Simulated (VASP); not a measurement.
Consider the following.

```
CELL_PARAMETERS angstrom
      3.10632     0.00000     0.00000
     -1.55316     2.69015     0.00000
      0.00000     0.00000     4.85961
ATOMIC_POSITIONS crystal
  Ta 0.66667 0.33333 0.74529
  Ta 0.33333 0.66667 0.25471
  N  0.00000 0.00000 0.00000
```

The numbers are results of PBE GGA, VASP's PBE PAW potentials (set 64) (plane waves; VASP 6.6.1), not measurements. Numerical set-up: 400 eV cut-off, 12×12×7 Γ-centred mesh, Gaussian smearing of 0.050 eV, potentials Ta_pv N.

Unless said otherwise, spin-orbit coupling is left out, though it shifts the bands of the heavy elements here.

Question: What does the run give for the energy per atom (σ→0), band gap (on the k-mesh) with the smallest direct gap where there is one?

Answer: 
| Quantity | Value |
|---|---|
| band gap (on the k-mesh) | none (metal, semimetal or under 0.01 eV) |
| energy per atom (σ→0) | -11.461 eV/atom |

The absolute energy has meaning only against runs of the same code, potentials and settings.

The structure comes from a computed database's Ta2N entry; how it stands against other phases isn't given here. The cell was not relaxed at this level. The electron count is odd and the run is not spin-polarised, which forces a metal.
